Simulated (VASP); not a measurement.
Data:

```
NiSi
1.0
    4.46100     0.00000     0.00000
    0.00000     4.46100     0.00000
    0.00000     0.00000     4.46100
Si Ni
4 4
Direct
  0.65293   0.15293   0.34707
  0.84707   0.84707   0.84707
  0.15293   0.34707   0.65293
  0.34707   0.65293   0.15293
  0.35126   0.85126   0.64874
  0.14874   0.14874   0.14874
  0.85126   0.64874   0.35126
  0.64874   0.35126   0.85126
```

The numbers are results of r2SCAN meta-GGA, VASP's PBE PAW potentials (set 64) (plane waves; VASP 6.6.1), not measurements. Settings: 400 eV cut-off, 8×8×8 Γ-centred mesh, tetrahedra with Blöchl corrections, potentials Si Ni.

The cores are frozen, which limits the accuracy of field gradients.

Question: Give the principal components of the electric field gradient (V/Å²) and the asymmetry η at each nucleus.

Answer: 
```csv
atom,Vxx,Vyy,Vzz,η
Si1,7.0,7.0,-14.0,0.00
Si2,7.0,7.0,-14.0,0.00
Si3,7.0,7.0,-14.0,0.00
Si4,7.0,7.0,-14.0,0.00
Ni5,-0.6,-0.6,1.2,0.00
Ni6,-0.6,-0.6,1.2,0.00
Ni7,-0.6,-0.6,1.2,0.00
Ni8,-0.6,-0.6,1.2,0.00
```

The structure comes from a computed database's SiNi entry (P2_13); how it stands against other phases isn't given here. It was relaxed first. The run is not spin-polarised, so no magnetic state was tried.
